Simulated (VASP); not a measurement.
```yaml
crystal:
  lattice:
    - [0.00000, 2.28396, 2.28396]
    - [2.28396, 0.00000, 2.28396]
    - [2.28396, 2.28396, 0.00000]
  atoms:
    - { symbol: Zr, position: [0.00000, 0.00000, 0.00000] }
    - { symbol: N, position: [0.50000, 0.50000, 0.50000] }
```

Level of theory: PBE GGA with D4 dispersion, VASP's PBE PAW potentials (set 64) (plane waves; VASP 6.6.1). Numerical set-up: 520 eV cut-off, 15×15×15 Γ-centred mesh, tetrahedra with Blöchl corrections, potentials Zr_sv N.

### Question
Predict the energy per atom (σ→0), band gap (on the k-mesh) with the smallest direct gap where there is one.

### Answer

```json
{
 "band gap (on the k-mesh)": "none (metal, semimetal or under 0.01 eV)",
 "energy per atom (σ→0)": "-10.467 eV/atom"
}
```

Only differences to runs with the same potentials and settings are physical.

The compound is ZrN in the rock salt structure. It was relaxed first. The electron count is odd and the run is not spin-polarised, which forces a metal.
